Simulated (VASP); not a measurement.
A convergence study with VASP on Ru (space group no. 194 when undisturbed): a few settings are varied, all else stays as given below, so the limit is that of these other settings. One atom is moved off its site, so that forces are finite.

```xyz
2
Lattice="1.3509 -2.3399 0.0000 1.3509 2.3399 0.0000 0.0000 0.0000 4.2672" Properties=species:S:1:pos:R:3 pbc="T T T"
Ru     1.3509     0.7800     1.1168
Ru     1.3509    -0.7800     3.2004
```

Method: PBE GGA, VASP's PBE PAW potentials (set 64) (plane waves; VASP 6.6.1). The last row used: 300 eV cut-off, 14×14×8 Γ-centred mesh, Fermi-Dirac smearing of 0.10 eV, potentials Ru_pv.

| setting | E (eV/atom) | pressure (GPa) | largest force (eV/Å) | irreducible k-points |
|---|---|---|---|---|
| EDIFF = 1E-01 | -9.2302 | 21.26 | 0.686 | 168 |
| EDIFF = 1E-02 | -9.2255 | 7.68 | 0.667 | 168 |
| EDIFF = 1E-03 | -9.2255 | 5.79 | 0.669 | 168 |
| EDIFF = 1E-04 | -9.2255 | 5.84 | 0.666 | 168 |
| EDIFF = 1E-05 | -9.2255 | 6.56 | 0.668 | 168 |
| EDIFF = 1E-06 | -9.2255 | 6.56 | 0.668 | 168 |
| EDIFF = 1E-07 | -9.2255 | 6.58 | 0.668 | 168 |
| EDIFF = 1E-08 | -9.2255 | 6.57 | 0.668 | 168 |
| EDIFF = 1E-10 | -9.2255 | 6.57 | 0.668 | 168 |

Left out are rungs that failed or repeat a setting and relaxations that didn't move; long series are thinned to 24 rows.

The structure is a typed Ru crystal (space group no. 194). The cell was not relaxed at this level, it is distorted from the ideal structure.
